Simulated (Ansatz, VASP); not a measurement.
## Sc3Te: VASP beside Ansatz

```
Sc Te
1.0
     0.00000    3.56820    3.56820
     3.56820    0.00000    3.56820
     3.56820    3.56820    0.00000
Sc Te
3 1
Cartesian
  1.7841 1.7841 1.7841
  5.3523 5.3523 5.3523
  3.5682 3.5682 3.5682
  0.0000 0.0000 0.0000
```

Alike in both runs: functional PBE; k mesh 4 × 4 × 4; occupations gaussian, width 0.1 eV; no spin polarisation.

Ansatz relaxed the structure, and its values are those at the end. VASP's run is a single point on that final structure, the one shown.

|  | VASP | Ansatz |
| --- | --- | --- |
| version | VASP 6.6.1 | Ansatz 0.2.0 |
| potentials or method | VASP PAW PBE potentials, release 64 (Sc_sv, Te) | scalar-relativistic, plane waves, PAW |
| plane-wave cutoff (eV) | 520 | 420 |
| valence electrons in the cell | 39 | 49 |

```tsv
	VASP	Ansatz	Ansatz less VASP
gap on the k mesh at the Fermi level (eV)	none	none	-
pressure (GPa)	-0.1	-0.1	-0.06
```

A gap of «none» marks a metal or a gap that the smearing closes. The functional is the same, so the differences come from potentials, cutoffs and numerics. The two sets of potentials don't hold the same shells in valence.

Caveats: the k mesh is coarse (spacing up to 0.38 Å⁻¹), so the values aren't converged. The runs have no spin-orbit coupling, so splittings on Te are missing.
